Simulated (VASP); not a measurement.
The system is Al3Si2F.

```
Al Si F
1.0
     2.47613    1.42960    4.19977
    -2.47613    1.42960    4.19977
     0.00000   -2.85919    4.19977
Al Si F
3 2 1
Direct
  0.00000 0.50000 0.50000
  0.50000 0.00000 0.50000
  0.50000 0.50000 0.00000
  0.12462 0.12462 0.12462
  0.87538 0.87538 0.87538
  0.50000 0.50000 0.50000
```

The cell was built by a generator and needn't be a form met in nature.

| Property | Result |
| --- | --- |
| Program | VASP 6.6.1 |
| Task | relaxation of cell and atoms |
| Functional | PBE |
| Potentials or basis | VASP PAW PBE potentials, release 64 (Al, Si, F) |
| Cutoff | 520 eV |
| k mesh | 4 × 4 × 4 |
| Occupations | gaussian, width 0.15 eV |
| Spin | no spin polarisation |

At the start: pressure 6.8 GPa; volume 14.87 Å³/atom.

Q: How do energy, volume and symmetry change on relaxing?

A: Over 12 steps the energy falls by 97.3 meV/atom and the volume is 15.98 Å³/atom (+7.5 %); space group R-3m (No. 166, to 0.05 Å).

The path:
```
step  energy change (eV)  largest force (eV/Å)  pressure (GPa)  volume (Å³)
   1              0.0000                0.5576            6.83        89.20
   2             -0.3008                0.5173           -1.15        97.55
   3             -0.3028                0.5111           -2.44        98.81
   4             -0.3031                0.5145           -2.14        98.38
   5             -0.3968                0.5547           -1.20        96.87
   6             -0.5436                0.1580            2.08        92.09
   7             -0.5493                0.3638            0.88        93.25
   8             -0.5512                0.2915            1.44        92.81
   9             -0.5662                0.0660            0.09        94.84
  10             -0.5669                0.1112            0.21        94.48
  11             -0.5780                0.0987           -0.08        95.07
  12             -0.5836                0.0730           -0.47        95.90
```

Final structure:
```cif
data_structure
_symmetry_space_group_name_H-M 'P 1'
_symmetry_Int_Tables_number 1
_cell_length_a 4.9703
_cell_length_b 4.9703
_cell_length_c 4.9703
_cell_angle_alpha 64.779
_cell_angle_beta 64.779
_cell_angle_gamma 64.779
_cell_volume 95.90
loop_
_atom_site_label
_atom_site_type_symbol
_atom_site_fract_x
_atom_site_fract_y
_atom_site_fract_z
_atom_site_occupancy
Al1 Al 0.00000 0.50000 0.50000 1
Al2 Al 0.50000 0.00000 0.50000 1
Al3 Al 0.50000 0.50000 0.00000 1
Si1 Si 0.10834 0.10834 0.10834 1
Si2 Si 0.89166 0.89166 0.89166 1
F1 F 0.50000 0.50000 0.50000 1
```

Caveat: the k mesh is coarse (spacing up to 0.39 Å⁻¹), so the values aren't converged.
